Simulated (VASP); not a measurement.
Method: PBE GGA, VASP's PBE PAW potentials (set 64) (plane waves; VASP 6.6.1).

The input files of a VASP run:

### KPOINTS
```
Automatic mesh
0
Gamma
4 4 4
0 0 0
```

**POSCAR**
```
BeZn3Se4
1
    5.5967725279    -0.0000000000     0.0000000000
    0.0000000000     5.5967725279     0.0000000000
    0.0000000000     0.0000000000     5.5967725279
Zn Se Be
3 4 1
Direct
  0.0000000000   0.0000000000   0.0000000000
  0.5000000000   0.5000000000   0.0000000000
  0.5000000000   0.0000000000   0.5000000000
  0.2352949020   0.2647050980   0.2647050980
  0.7647050980   0.7352949020   0.2647050980
  0.7647050980   0.2647050980   0.7352949020
  0.2352949020   0.7352949020   0.7352949020
  0.0000000000   0.5000000000   0.5000000000
```

INCAR:
```
! general
SYSTEM  = BeZn3Se4
PREC    = Accurate
ENCUT   = 400   ! plane-wave cut-off (eV)
LREAL   = F   ! projection in real space or not
LASPH   = T   ! aspherical one-centre terms

! electronic loop
EDIFF   = 1E-6
NELM    = 100
ALGO    = Normal
LMAXMIX = 4   ! l cut-off of mixed one-centre charges

! smearing
ISMEAR  = 0   ! Gaussian
SIGMA   = 0.05

! functional
GGA     = PE

! output
LWAVE   = F
LCHARG  = T
```

POTCAR, in this order: Zn Se Be (PBE.64 set). Program: vasp_std.

Output

OSZICAR:
```
       N       E                     dE             d eps       ncg     rms          rms(c)
DAV:   1     0.406041314811E+03    0.40604E+03   -0.23989E+04   740   0.150E+03
DAV:   2     0.187954528854E+02   -0.38725E+03   -0.37434E+03   779   0.351E+02
DAV:   3    -0.264988570721E+02   -0.45294E+02   -0.44683E+02   845   0.122E+02
DAV:   4    -0.279627038487E+02   -0.14638E+01   -0.14602E+01   907   0.216E+01
DAV:   5    -0.279756344772E+02   -0.12931E-01   -0.12926E-01   861   0.204E+00    0.874E+00
DAV:   6    -0.268140946767E+02    0.11615E+01   -0.29038E+00  1071   0.403E+01    0.669E+00
DAV:   7    -0.267996811716E+02    0.14414E-01   -0.20109E+00   833   0.675E+00    0.274E+00
DAV:   8    -0.267993371562E+02    0.34402E-03   -0.92781E-02   880   0.373E+00    0.100E+00
DAV:   9    -0.268011442390E+02   -0.18071E-02   -0.19096E-02  1001   0.212E+00    0.156E-01
DAV:  10    -0.268012913137E+02   -0.14707E-03   -0.24206E-03   890   0.634E-01    0.844E-02
DAV:  11    -0.268016330391E+02   -0.34173E-03   -0.89984E-04   826   0.152E-01    0.195E-02
DAV:  12    -0.268016306881E+02    0.23510E-05   -0.87629E-05   950   0.139E-01    0.101E-02
DAV:  13    -0.268016381666E+02   -0.74785E-05   -0.23334E-05   834   0.396E-02    0.404E-03
DAV:  14    -0.268016387535E+02   -0.58694E-06   -0.25445E-06   718   0.177E-02
   1 F= -.26801639E+02 E0= -.26801639E+02  d E =-.789430E-16
```

### OUTCAR
```
------------------------ aborting loop because EDIFF is reached ----------------------------------------
  FORCE on cell =-STRESS in cart. coord.  units (eV):
  Direction    XX          YY          ZZ          XY          YZ          ZX
  --------------------------------------------------------------------------------------
  Total       -0.1000202     -0.1000202     -0.1000202     -0.0000000      0.0000000     -0.0000000
  in kB       -0.9140822     -0.9140822     -0.9140822     -0.0000000      0.0000000     -0.0000000
  external PRESSURE =      -0.9140822 kB  Pullay stress =       0.0000000 kB
  volume of cell :      175.31
      direct lattice vectors                 reciprocal lattice vectors
     5.596772528  0.000000000  0.000000000     0.178674405  0.000000000  0.000000000
     0.000000000  5.596772528  0.000000000     0.000000000  0.178674405  0.000000000
     0.000000000  0.000000000  5.596772528     0.000000000  0.000000000  0.178674405
 POSITION                                       TOTAL-FORCE (eV/Angst)
 -----------------------------------------------------------------------------------
      0.00000      0.00000      0.00000         0.000000      0.000000      0.000000
      2.79839      2.79839      0.00000         0.000000      0.000000      0.000000
      2.79839      0.00000      2.79839         0.000000      0.000000      0.000000
      1.31689      1.48149      1.48149         0.009330     -0.009330     -0.009330
      4.27988      4.11528      1.48149        -0.009330      0.009330     -0.009330
      4.27988      1.48149      4.11528        -0.009330     -0.009330      0.009330
      1.31689      4.11528      4.11528         0.009330      0.009330      0.009330
      0.00000      2.79839      2.79839         0.000000      0.000000      0.000000
 -----------------------------------------------------------------------------------
    total drift:                               -0.000000     -0.000000     -0.000000
  FREE ENERGIE OF THE ION-ELECTRON SYSTEM (eV)
  ---------------------------------------------------
  free  energy   TOTEN  =       -26.8016387535 eV

  energy  without entropy=      -26.8016387535  energy(sigma->0) =      -26.80163875
```
(Selected blocks of OUTCAR.)

The structure was generated: BeZn3Se4 was put into an ordered model structure (P-43m), which need not be its known phase. It was relaxed first.
